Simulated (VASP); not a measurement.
Given:

```
CaS
1.0
    0.00000     2.85816     2.85816
    2.85816     0.00000     2.85816
    2.85816     2.85816     0.00000
Ca S
1 1
Direct
  0.00000   0.00000   0.00000
  0.50000   0.50000   0.50000
```

Calculation: PBE GGA, VASP's PBE PAW potentials (set 64) (plane waves; VASP). Settings: 400 eV cut-off, 9×9×9 Γ-centred mesh, tetrahedra with Blöchl corrections, potentials Ca_sv S.

Estimate the energy per atom (σ→0).

```
Item                            Value
---------------------  --------------
energy per atom (σ→0)  -5.182 eV/atom
```

The structure was generated: CaS was put into the rock salt type (Fm-3m), which need not be its known phase. It was relaxed first, which changed the volume by -16 %.
